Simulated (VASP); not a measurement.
An input for Quantum ESPRESSO's pw.x (written as the equivalent of a VASP run, and not itself run):

```
&CONTROL
  calculation = 'scf'
  pseudo_dir = './pseudo'
  outdir = './out'
  tprnfor = .true.
  tstress = .true.
/
&SYSTEM
  ibrav = 0
  nat = 2
  ntyp = 2
  ecutwfc = 84
  occupations = 'smearing'
  smearing = 'methfessel-paxton'
  degauss = 0.00735
  input_dft = 'pbesol'
/
&ELECTRONS
  conv_thr = 7.3e-09
  electron_maxstep = 100
/
ATOMIC_SPECIES
  V 50.941 V.upf
  N 14.007 N.upf
CELL_PARAMETERS angstrom
     0.0000000    2.0379495    2.0379495
     2.0379495    0.0000000    2.0379495
     2.0379495    2.0379495    0.0000000
ATOMIC_POSITIONS crystal
  V    0.0000000  0.0000000  0.0000000
  N    0.5000000  0.5000000  0.5000000
K_POINTS automatic
  14 14 14 0 0 0
```

Question: Translate this input to VASP (INCAR, KPOINTS, POSCAR, choice of POTCAR).

Answer: This is not unique; one that fits is 
INCAR:
```
! general
SYSTEM =VN
PREC   =Accurate
ENCUT  =600
LREAL  =.False.
LASPH  =.True.

! electronic loop
EDIFF  =1E-7
NELM   =100
ALGO   =Normal
LMAXMIX=4

! smearing
ISMEAR =1
SIGMA  =0.1

! functional
GGA    =PS

! ions
ISIF   =2

! output
LWAVE  =.False.
LCHARG =.False.
```

File POSCAR:
```
VN
2.037950
  0.0000000000   0.9999997691   0.9999997691
  0.9999997691   0.0000000000   0.9999997691
  0.9999997691   0.9999997691   0.0000000000
V N
1 1
Cartesian
  0.0000000000   0.0000000000   0.0000000000
  0.9999997691   0.9999997691   0.9999997691
```

KPOINTS:
```
Automatic mesh
0
Gamma
14 14 14
0 0 0
```

POTCAR, in this order: V_sv N (PBE.64 set). Program: vasp_std.

What does not carry over: the potentials are each code's own (VASP's PAW set, PseudoDojo norm-conserving files in pw.x), so ENCUT and ecutwfc are chosen apart and not converted; conv_thr bounds pw.x's estimated SCF error, while EDIFF bounds the energy change between steps.

The compound is VN in the rock salt structure, which distorts at low temperature. It was relaxed first.
